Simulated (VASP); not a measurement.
An input for Quantum ESPRESSO's pw.x (written as the equivalent of a VASP run, and not itself run):

```
&CONTROL
  calculation = 'vc-relax'
  pseudo_dir = './pseudo'
  outdir = './out'
  tprnfor = .true.
  tstress = .true.
  nstep = 40
  forc_conv_thr = 0.00078
/
&SYSTEM
  ibrav = 0
  nat = 2
  ntyp = 2
  ecutwfc = 84
  occupations = 'smearing'
  smearing = 'methfessel-paxton'
  degauss = 0.00735
  input_dft = 'pbe'
/
&ELECTRONS
  conv_thr = 7.3e-08
  electron_maxstep = 100
/
&IONS
/
&CELL
/
ATOMIC_SPECIES
  Ti 47.867 Ti.upf
  N 14.007 N.upf
CELL_PARAMETERS angstrom
     0.0000000    2.1243941    2.1243941
     2.1243941    0.0000000    2.1243941
     2.1243941    2.1243941    0.0000000
ATOMIC_POSITIONS crystal
  Ti   0.0000000  0.0000000  0.0000000
  N    0.5000000  0.5000000  0.5000000
K_POINTS automatic
  15 15 15 0 0 0
```

**Question.** Translate this input to VASP (INCAR, KPOINTS, POSCAR, choice of POTCAR).

**Answer.** Several could match; the one computed here: 
INCAR:
```
! general
SYSTEM   =  TiN
PREC     =  Accurate
ENCUT    =  620   ! plane-wave cut-off (eV)
LREAL    =  .False.   ! projection in real space or not
LASPH    =  .True.   ! aspherical one-centre terms

! electronic loop
EDIFF    =  1E-6
NELM     =  100
ALGO     =  Normal   ! blocked Davidson
LMAXMIX  =  4

! smearing
ISMEAR   =  1   ! Methfessel-Paxton
SIGMA    =  0.1   ! width (eV)

! functional
GGA      =  PE

! ions
IBRION   =  2   ! conjugate gradients
NSW      =  40
ISIF     =  3
EDIFFG   =  -0.02

! output
LWAVE    =  .False.
LCHARG   =  .False.
```

KPOINTS:
```
Automatic mesh
0
G
  15 15 15
```

### POSCAR
```
TiN
1.0
  0.0000000000   2.1243941029   2.1243941029
  2.1243941029   0.0000000000   2.1243941029
  2.1243941029   2.1243941029   0.0000000000
Ti N
1 1
direct
  0.0000000000   0.0000000000   0.0000000000
  0.5000000000   0.5000000000   0.5000000000
```

POTCAR, in this order: Ti_sv N (PBE.64 set). Program: vasp_std.

What does not carry over: the potentials are each code's own (VASP's PAW set, PseudoDojo norm-conserving files in pw.x), so ENCUT and ecutwfc are chosen apart and not converted; conv_thr bounds pw.x's estimated SCF error, while EDIFF bounds the energy change between steps; forc_conv_thr acts on force components and is met together with etot_conv_thr.

The compound is TiN in the rock salt structure. It was relaxed first.
